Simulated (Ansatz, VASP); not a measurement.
# Cross-check of Co between VASP and Ansatz

Wanted: the spread between two codes on one cell, functional and k mesh. The cell is taken from a series of runs on this material, whose earlier steps may have relaxed or scaled it; both programs get it as it stands.

Program: Ansatz 0.2.0. Level of theory: plane waves, with VASP 6.6.1 beside it; single point at PBEsol. Results are calculated unless marked as measured.

**1. Set-up**

It takes space group P6_3/mmc (No. 194, hexagonal). Conventional cell: a = 2.462 Å, b = 2.462 Å, c = 3.974 Å, α = 90.00°, β = 90.00°, γ = 120.00°. Co has 12 Co at 2.44 to 2.46 Å nearest.

**2. Ansatz: single point, PBEsol**

Ansatz runs on its default PAW (the set named soft_2) files.

A single point gives forces, pressure and levels at one fixed geometry, so differences don't come from the geometry; what else differs is listed under the comparison.

Contents of input.yaml:

```yaml
crystal:
  lattice:
    - [2.46191282, 0.0, 0.0]
    - [-1.23095641, 2.13207904, 0.0]
    - [0.0, 0.0, 3.97394522]
  atoms:
    - { symbol: Co, position: [0.0, 0.0, 0.0], spin: 1.6 }
    - { symbol: Co, position: [0.33333333, 0.66666667, 0.5], spin: 1.6 }
hamiltonian:
  xc: pbesol
  pseudopotentials: { kind: paw }
magnetization:
  spin_polarized: true
kpoints:
  mp_grid: { grid: [27, 27, 15] }
scf:
  occupations: { method: methfessel_paxton, width: 0.15 }
  n_extra_bands: 7
output:
  forces: true
  stress: true
  eigenvalues: true
  write_density: true
  write_potential: true
  elf: true
  volumetric_format: npy
```

On the command line:

```sh
$ ansatz run input.yaml --threads 2 --pin off --max-ram 4608MiB --backend cpu --events-out ev --progress --plain --runs-dir out
```

Numbers of over 12 decimals in the logs are rounded to 6 here.

The program printed:

```text
scf.n_extra_bands = 7 over 17 filled bands (N_el = 34.0): the run solves 24 bands
Engine: ansatz 0.2.0, aarch64-unknown-linux-gnu
Pseudopotentials: kind: paw
Pseudopotential: Co, paw, valence charge 17, recommended cutoff 420 eV (normal), Co.paw.azcp
Functional definition: PBEsol
  exchange = pbesol_x
  correlation = pbesol_c
Crystal: 2 atoms, lattice volume = 20.859 Å³
Basis set: ecut = 420 eV, 391 PW (Γ), exchange–correlation on 36×36×54 points (8 copies of the dense FFT grid, shifted against one another)
Bands: 24, of which v1, the nominal top of the filled ones, is band 17 counted from 1 (16 counted from 0)
Symmetry: 24 space group operations
Space group: P63/mmc (ITA 194), of the structure as read, at distance tolerance 2.8e-5 Å
Magnetic group: BNS 194.263 (UNI 1493), of the structure as read, at distance tolerance 2.8e-5 Å
k-points: 600 of 10935
Non-local potential: Co, projectors of the file, l = 0: 3, l = 1: 2, l = 2: 3, l = 3: 1
PAW form: soft (Blöchl's): semilocal exchange-correlation on the pseudo side does not see the compensation charge
PAW frozen core: Co, regenerated for the run's functional, and the local potential with it (the file was generated under x = pbe(κ = 0.804, μ = 0.219515), c = pbe(β = 0.066725))
PAW one-centre angular grid: Co, 590 points (default); XC on 64 Gauss nodes
Initial density: superposition of atomic densities (chi_scale 0.1, normalization cell)
Starting moments: Σ|m| = 3.2 μB on 2 of 2 sites
Initial wavefunctions: pseudopotential atomic-orbital guess
Functional: x = pbesol(κ = 0.804, μ = 0.123457), c = pbesol(β = 0.046)
SCF iter   1: F=—  HF=-10185.742335 eV  |F-HF|=—  |Δ(HF+E_count)|=         —  Δρ=1.31e-1 (↑4.35e-2 ↓1.31e-1)  dr2=3.61e0  dr2_m=3.70e-1  M=3.213 μB ∫|m|=3.334 μB  β_m=0.30  ethr=3.10e-3  ⟨swp⟩=4.9  Hψ=105264  notcnv=0
Mixer restart at iter 1: flushing history
preconditioner: auto → none  [metal: Δε(μ)=0.002 eV  Ē_g=10.704 eV  σ=0.150 eV  W_gap=0.01  n_scr=8 (ndim 8)  ℏωp=34.5 eV  f_vac=0.000  D(μ)=2.00/eV (n_scr^D=22)  sad-step TF]
SCF iter   2: F=—  HF=-10184.539574 eV  |F-HF|=—  |Δ(HF+E_count)|=    1.20e0  Δρ=6.30e-2 (↑3.04e-2 ↓6.30e-2)  dr2=2.33e-1  dr2_m=3.98e-1  M=3.322 μB ∫|m|=3.489 μB  β_m=0.38  ethr=3.10e-3  ⟨swp⟩=2.6  Hψ=59569  notcnv=0  defer=2290
SCF iter   3: F=—  HF=-10185.212097 eV  |F-HF|=—  |Δ(HF+E_count)|=   6.73e-1  Δρ=2.89e-2 (↑2.89e-2 ↓1.95e-2)  dr2=9.07e-3  dr2_m=1.09e-1  M=3.275 μB ∫|m|=3.487 μB  β_m=0.56  ethr=6.84e-4  ⟨swp⟩=1.9  Hψ=33918  notcnv=0  defer=2290
SCF iter   4: F=—  HF=-10185.854246 eV  |F-HF|=—  |Δ(HF+E_count)|=   6.42e-1  Δρ=1.95e-2 (↑1.95e-2 ↓7.53e-3)  dr2=8.56e-2  dr2_m=7.08e-3  M=3.205 μB ∫|m|=3.457 μB  β_m=0.78  ethr=2.67e-5  ⟨swp⟩=2.0  Hψ=54879  notcnv=0  defer=2287
SCF iter   5: F=—  HF=-10185.994419 eV  |F-HF|=—  |Δ(HF+E_count)|=   1.40e-1  Δρ=4.43e-3 (↑7.25e-4 ↓4.43e-3)  dr2=1.48e-3  dr2_m=1.14e-3  M=3.157 μB ∫|m|=3.430 μB  β_m=0.83  ethr=2.67e-5  ⟨swp⟩=2.0  Hψ=56824  notcnv=0  defer=1940
SCF iter   6: F=—  HF=-10185.994643 eV  |F-HF|=—  |Δ(HF+E_count)|=   2.24e-4  Δρ=7.80e-4 (↑4.71e-4 ↓7.80e-4)  dr2=1.59e-4  dr2_m=4.91e-6  M=3.155 μB ∫|m|=3.435 μB  β_m=0.88  ethr=4.34e-6  ⟨swp⟩=1.4  Hψ=39678  notcnv=0  defer=1665
SCF iter   7: F=—  HF=-10185.994609 eV  |F-HF|=—  |Δ(HF+E_count)|=   3.47e-5  Δρ=8.80e-5 (↑3.56e-5 ↓8.80e-5)  dr2=1.50e-6  dr2_m=3.11e-7  M=3.155 μB ∫|m|=3.435 μB  β_m=0.94  ethr=4.68e-7  ⟨swp⟩=2.2  Hψ=43978  notcnv=0  defer=1699
SCF iter   8: F=—  HF=-10185.985315 eV  |F-HF|=—  |Δ(HF+E_count)|=         —  Δρ=3.39e-4 (↑3.39e-4 ↓3.11e-4)  dr2=3.49e-7  dr2_m=2.00e-5  M=3.157 μB ∫|m|=3.439 μB  β_m=0.94  ethr=4.41e-9  ⟨swp⟩=2.2  Hψ=40223  notcnv=0  defer=1693
Mixer restart at iter 8: flushing history
iteration 8: the input's own smearing fills from here on; a Gaussian of 0.15 eV has filled iterations ahead of it
SCF iter   9: F=—  HF=-10185.985319 eV  |F-HF|=—  |Δ(HF+E_count)|=   3.92e-6  S|Δr|=    0.00e0  Δρ=1.76e-4 (↑6.81e-5 ↓1.76e-4)  dr2=1.34e-6  dr2_m=2.81e-6  M=3.158 μB ∫|m|=3.441 μB  β_m=0.97  ethr=1.03e-9  ⟨swp⟩=2.3  Hψ=47953  notcnv=0  defer=1693
SCF iter  10: F=—  HF=-10185.985326 eV  |F-HF|=—  |Δ(HF+E_count)|=   7.42e-6  S|Δr|=    0.00e0  Δρ=2.92e-4 (↑2.92e-4 ↓2.45e-4)  dr2=3.14e-5  dr2_m=1.17e-7  M=3.158 μB ∫|m|=3.441 μB  β_m=0.61  ethr=1.03e-9  ⟨swp⟩=3.1  Hψ=56216  notcnv=0  defer=1693  recentre
SCF iter  11: F=-10185.985319 eV  HF=-10185.985319 eV  |F-HF|=4.11e-8  |Δ(HF+E_count)|=   7.12e-6  S|Δr|=    0.00e0  Δρ=2.09e-5 (↑3.65e-6 ↓2.09e-5)  dr2=5.69e-8  dr2_m=2.12e-8  M=3.158 μB ∫|m|=3.441 μB  ethr=2.94e-10  ⟨swp⟩=9.5  Hψ=205363  notcnv=0
SCF 1 converged in 11 iterations: F = -10185.985319 eV  dr2 = 5.69e-8
  greatest PAW one-centre occupation: 1.001 electrons in one spin orbital (limit 2), on the Co atom at site 1 (counted from 0), in its partial waves of l = 1
this state was not tested for a lower state beside it, because cold or Methfessel-Paxton smearing, or corrected tetrahedra, fill the levels in a way that the test cannot read (fill_not_monotonic; see scf.lower_state_search)
SCF converged after 11 iterations
Magnetization: 3.1585 μB (18.5792 up, 15.4208 down)
Absolute magnetization: 3.4426 μB (∫|ρ↑−ρ↓|, with the PAW one-centre terms)
Spin contamination: 0.0467 ħ² per cell (⟨S²⟩ above its minimum at these occupations)
Per-site moments (μB) at R_I (Å): [(1.644939, 1.007750), (1.644939, 1.007750)]
Free energy (F): -10185.985319 eV
Harris-Foulkes:  -10185.985319 eV  (|F-HF|=4.11e-8)
Internal energy: -10185.985615 eV  (E = F + TS)
E sigma→0 (E₀):  -10185.985393 eV
Entropy (-TS):   0.000296 eV (0.148 meV/atom)
Fermi energy:    19.404046 eV
--- Per-component energies (eV) ---
  E_band       = -461.926830
  E_kinetic    = 909.789788
  E_local      = -5550.840080  (includes V_loc(G=0)·N_el)
  E_nonlocal   = 911.006947
  E_hartree    = 2326.034368
  E_xc         = -316.316274
  E_vxc        = -410.113065  (∫ρ·V_xc dr)
  E_paw        = -2965.070079  (= ΣΔE_a)
  E_vpaw       = -973.862379  (= ΣTr[D̂ρ^β])
  E_aug_tail   = 0.000128  (compensation charges beyond the density's cutoff)
  E_ewald      = -5500.967252
  E_core_change = 0.376838  (= ΣΔE_core)
  E_smearing   = 0.000296  (= −TS)
  E_closure    = -0.000000  (closes the sum)
  Σ components = -10185.985319   (vs F -10185.985319, Δ=0.00e0)
--- Forces (eV/Å), atoms counted from 1 ---
  atom   1  Co    -0.00000000     0.00000000     0.00000000
  atom   2  Co    -0.00000000    -0.00000000     0.00000000
  max |Σ_I F_I| component: 1.39e-17 eV/Å
--- Stress (GPa, compression-positive) ---
       -1.414453       0.000000       0.000000
       -0.000000      -1.414453       0.000000
        0.000000       0.000000      -1.264019
  P = ⅓ Tr σ = -1.3643 GPa (-13.643 kbar)
--- Band table (eV; the first three rows and the last of 1200) ---
  k-point 0 ↑: bands = [... 13 lower, 17.1127, 17.1127, 17.4842, 17.4842, 18.6824, 18.6824, 19.1803, 26.0837, ... 3 higher]
  k-point 1 ↑: bands = [... 13 lower, 17.0989, 17.0989, 17.5168, 17.5168, 18.6804, 18.6804, 18.9906, 26.3621, ... 3 higher]
  k-point 2 ↑: bands = [... 13 lower, 17.0595, 17.0595, 17.6042, 17.6042, 18.5094, 18.6727, 18.6727, 27.1147, ... 3 higher]
  k-point 599 ↓: bands = [... 13 lower, 17.5542, 19.1440, 19.2724, 20.5560, 20.5560, 25.9328, 25.9328, 27.3917, ... 3 higher]
```

The run ends at a pressure of -1.36 GPa.

**3. VASP: single point, PBEsol**

The same cell, functional, mesh and smearing now go to VASP, with its own data sets and cutoff.

Lines of VASP's logs that name or quote its potential files are left out, and so is its time.

Contents of INCAR:

```
SYSTEM = Co
PREC = Accurate
ENCUT = 400
EDIFF = 1E-06
NELM = 100
ISMEAR = 1
SIGMA = 0.15
LREAL = .FALSE.
ALGO = Normal
GGA = PS
NBANDS = 18
ISPIN = 2
MAGMOM = 1.64 1.64
LASPH = .TRUE.
LMAXMIX = 4
LORBIT = 11
LWAVE = .FALSE.
LCHARG = .FALSE.
KPAR = 2
ISIF = 2
```

Contents of POSCAR:

```
Co
1.0
    2.4619128200      0.0000000000      0.0000000000
   -1.2309564100      2.1320790400      0.0000000000
    0.0000000000      0.0000000000      3.9739452200
Co
2
Direct
    0.0000000000      0.0000000000      0.0000000000
    0.3333333300      0.6666666700      0.5000000000
```

Contents of KPOINTS:

```
Automatic mesh
0
Gamma
27 27 15
0 0 0
```

PAW data sets: Co (PBE family, release 64).

On the command line:

```sh
$ mpirun -np 2 vasp_std
```

The program printed:

```text
[banner, memory and clock lines left out]
running    2 mpi-ranks, on    1 nodes
 distrk:  each k-point on    1 cores,    2 groups
 distr:  one band on    1 cores,    1 groups

 POSCAR found type information on POSCAR Co
 POSCAR found :  1 types and       2 ions
|                                                                             |
|               ----> ADVICE to this user running VASP <----                  |
|                                                                             |
|     You enforced a specific xc type in the INCAR file but a different       |
|     [... a line on the potential file left out ...]
|     I HOPE YOU KNOW WHAT YOU ARE DOING!                                     |
|                                                                             |

 LDA part: xc-table for (Slater+PW92), standard interpolation
 POSCAR, INCAR and KPOINTS ok, starting setup
 FFT: planning ... GRIDC
 FFT: planning ... GRID_SOFT
 FFT: planning ... GRID
 WAVECAR not read
 entering main loop
       N       E                     dE             d eps       ncg     rms          rms(c)
DAV:   1     0.698605192883E+02    0.69861E+02   -0.63839E+03 46080   0.106E+03
DAV:   2    -0.151047614376E+02   -0.84965E+02   -0.77053E+02 43486   0.208E+02
DAV:   3    -0.179640472734E+02   -0.28593E+01   -0.27788E+01 47852   0.493E+01
DAV:   4    -0.180143611353E+02   -0.50314E-01   -0.50277E-01 56746   0.539E+00
DAV:   5    -0.180152385545E+02   -0.87742E-03   -0.87734E-03 49082   0.602E-01    0.163E+01
DAV:   6    -0.159200348870E+02    0.20952E+01   -0.10036E+01 45788   0.666E+01    0.728E+00
DAV:   7    -0.155142690383E+02    0.40577E+00   -0.15057E+00 50080   0.237E+01    0.392E+00
DAV:   8    -0.154928363423E+02    0.21433E-01   -0.17909E-02 57378   0.133E+00    0.191E+00
DAV:   9    -0.154756126425E+02    0.17224E-01   -0.28902E-03 69264   0.960E-01    0.639E-01
DAV:  10    -0.154756607074E+02   -0.48065E-04   -0.68223E-04 59532   0.380E-01    0.235E-01
DAV:  11    -0.154754780098E+02    0.18270E-03   -0.79239E-05 60004   0.136E-01    0.328E-02
DAV:  12    -0.154754703951E+02    0.76148E-05   -0.76942E-06 47512   0.224E-02    0.170E-02
DAV:  13    -0.154754689035E+02    0.14916E-05   -0.18499E-06 32860   0.195E-02    0.108E-02
DAV:  14    -0.154754689015E+02    0.19891E-08   -0.70604E-07 28846   0.102E-02
   1 F= -.15475469E+02 E0= -.15475565E+02  d E =0.287412E-03  mag=     3.1489
```

Parts of OUTCAR (step 3):

```text
ion  position               nearest neighbor table
   1  0.000  0.000  0.000-   2 2.44   2 2.44   2 2.44   2 2.44   2 2.44   2 2.44
   2  0.333  0.667  0.500-   1 2.44   1 2.44   1 2.44   1 2.44   1 2.44   1 2.44

  LATTYP: Found a hexagonal cell.
 ALAT       =     2.4619128200
 C/A-ratio  =     1.6141697576

 Subroutine GETGRP returns: Found 24 space group operations
 (whereof 12 operations were pure point group operations)

The static configuration has the point symmetry D_3h.
 The point group associated with its full space group is D_6h.

 Found    600 irreducible k-points:

   k-points           NKPTS =    600   k-points in BZ     NKDIM =    600   number of bands    NBANDS=     18

   dimension x,y,z NGX =    16 NGY =   16 NGZ =   28
   dimension x,y,z NGXF=    32 NGYF=   32 NGZF=   56

   ENCUT  =  400.0 eV  29.40 Ry    5.42 a.u.   4.01  4.01  6.48*2*pi/ulx,y,z

   NELECT =      18.0000    total number of electrons

 k-points in reciprocal lattice and weights: Automatic mesh
   0.00000000  0.00000000  0.00000000       0.000
   0.03703704  0.00000000  0.00000000       0.001
   0.07407407  0.00000000  0.00000000       0.001
   0.11111111  0.00000000  0.00000000       0.001
   0.14814815 -0.00000000  0.00000000       0.001
   0.18518519  0.00000000  0.00000000       0.001
   0.22222222  0.00000000  0.00000000       0.001
   0.25925926  0.00000000  0.00000000       0.001
   0.29629630 -0.00000000  0.00000000       0.001
[...]
0.33333333  0.29629630  0.46666667       0.002
   0.33333333  0.33333333  0.46666667       0.000

 average (electrostatic) potential at core
       1 -77.6305       2 -77.6305

 E-fermi :  10.6300

 spin component 1
 k-point     1 :       0.0000    0.0000    0.0000
  band No.  band energies     occupation
    ...
      8       8.7223      1.00000
      9       8.7223      1.00000
     10       9.9066      1.00000
     11       9.9066      1.00000
     12      10.5032      1.00082
     13      17.3621      0.00000
     14      32.8715      0.00000
     15      35.7994      0.00000
     16      35.7995      0.00000
     17      36.1043      0.00000
    ...

 k-point     2 :       0.0370    0.0000    0.0000
  band No.  band energies     occupation
    ...
      7       8.3771      1.00000
      8       8.6979      1.00000
      9       8.7065      1.00000
     10       9.5738      1.00000
     11       9.9136      1.00000
     12      10.8929     -0.01634
     13      17.3694      0.00000
     14      32.5692      0.00000
     15      34.6138      0.00000
     16      35.0365      0.00000
    ...

 k-point     3 :       0.0741    0.0000    0.0000
  band No.  band energies     occupation
    ...
      7       8.4403      1.00000
      8       8.6009      1.00000
      9       8.6614      1.00000
     10       9.1385      1.00000
     11       9.9330      1.00000
     12      11.5230     -0.00000
     13      17.3922      0.00000
     14      31.5079      0.00000
     15      33.6698      0.00000
     16      33.8971      0.00000
    ...

 k-point     4 :       0.1111    0.0000    0.0000
  band No.  band energies     occupation
    ...
      7       8.3487      1.00000
      8       8.5430      1.00000
      9       8.5922      1.00000
     10       8.8608      1.00000
     11       9.9609      1.00000
     12      12.2179     -0.00000
     13      17.4331      0.00000
     14      29.9198      0.00000
     15      32.7630      0.00000
     16      33.1563      0.00000
    ...

 k-point     5 :       0.1481   -0.0000    0.0000
  band No.  band energies     occupation
    ...
      7       8.4620      1.00000
      8       8.5060      1.00000
      9       8.6810      1.00000
     10       8.7250      1.00000
     11       9.9930      1.00000
     12      12.9591     -0.00000
     13      17.4959      0.00000
     14      28.1974      0.00000
     15      31.6743      0.00000
     16      32.7544      0.00000
    ...

 k-point     6 :       0.1852    0.0000    0.0000
  band No.  band energies     occupation
    ...
      7       8.5791      1.00000
      8       8.6210      1.00000
      9       8.6254      1.00000
     10       8.8484      1.00000
     11      10.0253      1.00000
     12      13.7406      0.00000
     13      17.5847      0.00000
     14      26.4717      0.00000
     15      30.6445      0.00000
     16      32.3457      0.00000
    ...

  Total       -0.3639922     -0.3639922     -0.3623956     -0.0000000      0.0000000     -0.0000000
  in kB      -27.9579191    -27.9579190    -27.8352842     -0.0000000      0.0000000     -0.0000000
  external PRESSURE =     -27.9170407 kB  Pullay stress =       0.0000000 kB

  energy-cutoff  :      400.00
  volume of cell :       20.86
      direct lattice vectors                 reciprocal lattice vectors
     2.461912820  0.000000000  0.000000000     0.406188226  0.234512882  0.000000000
    -1.230956410  2.132079040  0.000000000     0.000000000  0.469025764  0.000000000
     0.000000000  0.000000000  3.973945220     0.000000000  0.000000000  0.251639100

 POSITION                                       TOTAL-FORCE (eV/Angst)
 -----------------------------------------------------------------------------------
      0.00000      0.00000      0.00000        -0.000000      0.000000      0.000000
     -0.00000      1.42139      1.98697         0.000000     -0.000000      0.000000
 -----------------------------------------------------------------------------------
    total drift:                                0.000000     -0.000000      0.000000

  FREE ENERGIE OF THE ION-ELECTRON SYSTEM (eV)
  ---------------------------------------------------
  free  energy   TOTEN  =       -15.4754689015 eV

  energy  without entropy=      -15.4757563132  energy(sigma->0) =      -15.47556471

 total charge
# of ion       s       p       d       tot
------------------------------------------
    1        0.506   0.560   7.283   8.349
    2        0.506   0.560   7.283   8.349
--------------------------------------------------
tot          1.012   1.120  14.565  16.697

 magnetization (x)
# of ion       s       p       d       tot
------------------------------------------
    1       -0.015  -0.052   1.650   1.583
    2       -0.015  -0.052   1.650   1.583
--------------------------------------------------
tot         -0.030  -0.105   3.300   3.165

[... 6 further parts left out ...]
```

The run ends at a pressure of -2.79 GPa.

**4. Side by side**

Known differences besides the PAW data sets themselves: VASP starts from the moments at which Ansatz ended; the data sets hold 34 valence electrons in Ansatz (default PAW (the set named soft_2) files) and 18 in VASP; the cutoff is 420 eV in Ansatz and 400 eV in VASP; Ansatz makes its cores anew for this functional, VASP keeps those of its PBE data sets; site moments are counted in spheres of each program's own size. Total energies have different zeros and are not compared.

Compared:

| quantity | Ansatz | VASP | difference |
| --- | --- | --- | --- |
| pressure (GPa) | -1.36 | -2.79 | +1.43 |
| total moment (μB) | 3.16 | 3.15 | +0.01 |
| moment on Co1 (μB) | 1.65 | 1.58 | +0.06 |
| moment on Co2 (μB) | 1.65 | 1.58 | +0.06 |

Ansatz's pressure holds a Pulay correction of 0.21 GPa; VASP's holds none.

**5. Looking for the cause**

The difference is large enough to ask for its cause, so further runs change the set-up of one program at a time, as the table lists.

| run | difference in pressure (GPa) |
| --- | --- |
| as above | 1.4 |
| VASP with the data sets Co_sv_GW and a cutoff of 620 eV | 3.7 |

**6. Outcome**

```yaml
difference_in_pressure_single_point_pbesol: 1.4 GPa
```

The difference in pressure is 1.4 GPa (single point, PBEsol), beyond the 1 GPa picked in this series as the mark of a large difference. For single point, PBEsol: no further run halves the difference in pressure (one raises it to 3.7 GPa). How closely two codes agree says nothing of how well the functional describes the real material.

[Lines on the potential files, build, host, timing and source positions are cut from VASP's logs without a mark.]

[Logs are printed without paths, hosts, clocks, repeated set-up lines and the standing remarks that a program may print on its own settings, such as how far it seeks lower states.]

[Hosts, paths, dates, database ids (printed as entryN), source tags and the programs' standing remarks are cut or masked in the printed files.]
